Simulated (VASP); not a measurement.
Method: rev-vdW-DF2, VASP's PBE PAW potentials (set 64) (plane waves; VASP).

VASP ran on this input.

### INCAR
```
! general
SYSTEM  =CoSi2
PREC    =Accurate
ENCUT   =520
LREAL   =.FALSE.
LASPH   =.TRUE.   ! aspherical one-centre terms

! electronic loop
EDIFF   =1E-7
NELM    =100   ! most electronic steps
ALGO    =Normal
LMAXMIX =4   ! l cut-off of mixed one-centre charges

! smearing
ISMEAR  =1   ! Methfessel-Paxton
SIGMA   =0.1   ! width (eV)

! functional
GGA     =MK
LUSE_VDW=.TRUE.
AGGAC   =0.0
PARAM1  =0.1234568
PARAM2  =0.7114
ZAB_VDW =-1.8867

! ions
ISIF    =2   ! forces and stress, cell fixed

! output
LWAVE   =.FALSE.
LCHARG  =.FALSE.
```

KPOINTS:
```
K-points
0
G
  10 10 10
0 0 0
```

POSCAR:
```
CoSi2
1
    0.0000000000     2.7263164668     2.7263164668
    2.7263164668     0.0000000000     2.7263164668
    2.7263164668     2.7263164668     0.0000000000
Co Si
1 2
Direct
  0.0000000000   0.0000000000   0.0000000000
  0.2500000000   0.2500000000   0.2500000000
  0.7500000000   0.7500000000   0.7500000000
```

POTCAR, in this order: Co Si (PBE.64 set). Program: vasp_std.

Task: What does the run give for the energy per atom (σ→0), pressure, band gap (on the k-mesh)?

Result: 
```json
{
  "energy per atom (σ→0)": "-5.014 eV/atom",
  "band gap (on the k-mesh)": "none (metal, semimetal or under 0.01 eV)",
  "pressure": "-9.45 GPa"
}
```

**OSZICAR**
```
...
DAV:   8    -0.150776637376E+02   -0.33680E-01   -0.10962E+00  1424   0.916E+00    0.189E+00
DAV:   9    -0.150428259198E+02    0.34838E-01   -0.11677E-01  1416   0.717E+00    0.416E-01
DAV:  10    -0.150426258417E+02    0.20008E-03   -0.64634E-03  1592   0.114E+00    0.100E-01
DAV:  11    -0.150425344679E+02    0.91374E-04   -0.54998E-04  1680   0.460E-01    0.416E-02
DAV:  12    -0.150425470498E+02   -0.12582E-04   -0.34353E-05  1292   0.552E-02    0.219E-02
DAV:  13    -0.150425447249E+02    0.23248E-05   -0.45072E-06  1696   0.273E-02    0.550E-03
DAV:  14    -0.150425447488E+02   -0.23812E-07   -0.74850E-07  1680   0.106E-02
   1 F= -.15042545E+02 E0= -.15042956E+02  d E =0.123401E-02
```

The compound is CoSi2 in the fluorite structure. This cell is one point of a volume scan, at 1.06 of the reference volume. The run is not spin-polarised, so no magnetic state was tried. The electron count is odd and the run is not spin-polarised, which forces a metal.
